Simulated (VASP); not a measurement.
Given:

```
CELL_PARAMETERS angstrom
      1.80000    -3.11769     0.00000
      1.80000     3.11769     0.00000
      0.00000     0.00000     5.69000
ATOMIC_POSITIONS crystal
  Tb 0.33333 0.66667 0.25000
  Tb 0.66667 0.33333 0.75000
```

Computed with PBE GGA, VASP's PBE PAW potentials (set 64) (plane waves; VASP). Run with 400 eV cut-off, KSPACING 0.2 per Å, first-order Methfessel-Paxton smearing of 0.10 eV, potentials Tb_3.

The 4f electrons are frozen in the core of the lanthanide potential, so 4f levels, which can set the real gap, and their magnetism are missing. Gaps are read on the run's mesh, which can miss a band edge.

### Question
What does the run give for the energy per atom (σ→0), band gap (on the k-mesh) with the smallest direct gap where there is one?

### Answer

```json
{
 "band gap (on the k-mesh)": "none (metal, semimetal or under 0.01 eV)",
 "energy per atom (σ→0)": "-439.8 kJ/mol of atoms"
}
```

Total energies compare only between runs with the same potentials, cut-off and functional.

The compound is Tb in the hcp structure. The cell was not relaxed at this level. The run is one of a series of settings (KGAMMA = .TRUE., KSPACING = 0.2, KPOINTS file removed against the base run), some of them coarse on purpose.
